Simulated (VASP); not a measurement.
Si2W:

```
Si W
1.0
    -1.60690    1.60690    3.91495
     1.60690   -1.60690    3.91495
     1.60690    1.60690   -3.91495
Si W
2 1
Direct
  0.33470 0.33470 0.00000
  0.66530 0.66530 0.00000
  0.00000 0.00000 0.00000
```

| Property | Result |
| --- | --- |
| Program | VASP 6.6.1 |
| Task | relaxation of cell and atoms |
| Functional | LDA |
| Potentials or basis | VASP PAW LDA potentials, release 64 (Si, W_sv) |
| Cutoff | 350 eV |
| k mesh | 10 × 10 × 10 |
| Occupations | gaussian, width 0.1 eV |
| Spin | no spin polarisation |

At the start: pressure -5.2 GPa; volume 13.48 Å³/atom.

Problem. How do energy, volume and symmetry change on relaxing?

Solution. Over 12 steps the energy falls by 4.9 meV/atom and the volume is 13.18 Å³/atom (-2.2 %); space group I4/mmm (No. 139, to 0.05 Å).

The path:
```
step  energy change (eV)  largest force (eV/Å)  pressure (GPa)  volume (Å³)
   1              0.0000                0.0711           -5.18        40.44
   2              0.0399                0.1868           11.16        37.94
   3             -0.0147                0.0112           -0.09        39.56
   4             -0.0147                0.0129            0.02        39.54
   5             -0.0148                0.0045            0.04        39.53
   6             -0.0148                0.0071            0.03        39.54
   7             -0.0148                0.0068            0.03        39.54
   8             -0.0148                0.0055            0.04        39.53
   9             -0.0148                0.0070            0.04        39.54
  10             -0.0148                0.0004           -0.07        39.55
  11             -0.0148                0.0026           -0.02        39.54
  12             -0.0148                0.0002            0.01        39.54
```

Final structure:
```yaml
crystal:
  lattice:
    - [-1.59439, 1.59439, 3.88855]
    - [1.59439, -1.59439, 3.88855]
    - [1.59439, 1.59439, -3.88855]
  atoms:
    - { symbol: Si, position: [0.33476, 0.33476, 0.00000] }
    - { symbol: Si, position: [0.66524, 0.66524, 0.00000] }
    - { symbol: W, position: [0.00000, 0.00000, 0.00000] }
```
